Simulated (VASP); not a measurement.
# ZnS: transverse stress against strain

ZnS (wurtzite, P6_3mc, 20.162 Å³/atom and stress up to 0.26 GPa in the relaxed cell, c along z) under an equal strain ε along x and y, with z held. PBE in VASP (plane waves, PAW), 480 eV, 12×12×6 Γ-centred mesh, Gaussian smearing 0.05 eV; ions are relaxed, or left where forces stay under 0.02 eV/Å, within the symmetry of each cell. Stress is positive for a compressed cell.

Here s stands for strain and y for stress zz.

| strain (%) | stress zz (GPa) |
|---|---|
| -3.00 | ? |
| -1.50 | 1.58 |
| -1.00 | 1.12 |
| -0.50 | 0.68 |
| 0.00 | 0.26 |
| 0.50 | -0.11 |
| 1.00 | -0.48 |
| 1.50 | -0.81 |

Fit y of the 7 rows that show it with a straight line. Means: s 0, y 0.320. About the means, the sum of products is -5.5800 and the sum of squares of s is 7.0000; the slope is their ratio. Least squares gives y = 0.320 - 0.7971·s. Residuals (row less fit): 0.064, 0.003, -0.039, -0.060, -0.031, -0.003, 0.066; standard error 0.054 (degrees of freedom: 5). The slope gives the elastic constant 2C13 = 80 ± 2 GPa (± standard error of the fit, which holds the terms cut off).

Question: What does the fit predict for y at s = -3.00, and how far is the calculated value from it?

Answer: y = 0.320 - 0.7971 × (-3.0) = 2.711 GPa. The calculation gives 3.14 GPa, 0.429 GPa above the prediction (10.9 % of the range of y in the table). The row lies outside the fitted rows, so this is an extrapolation. From the scatter of the fitted rows alone, a prediction at this place has a standard error of 0.084 GPa, so the miss is 5.1 times that.

A polynomial of degree 2 through the 12 other runs of the series gives 3.11 there, so most of the miss is curvature that the fit leaves out. ZnS is here the high-temperature form. Rows are the converged runs of the series near zero and its far end, less any whose ions stayed unrelaxed beside relaxed ones; series whose fitted rows scatter by over a few per cent of the range, as at a crossing or softening among them, aren't shown in this form. Most that stay on the fit to the last digits aren't either.
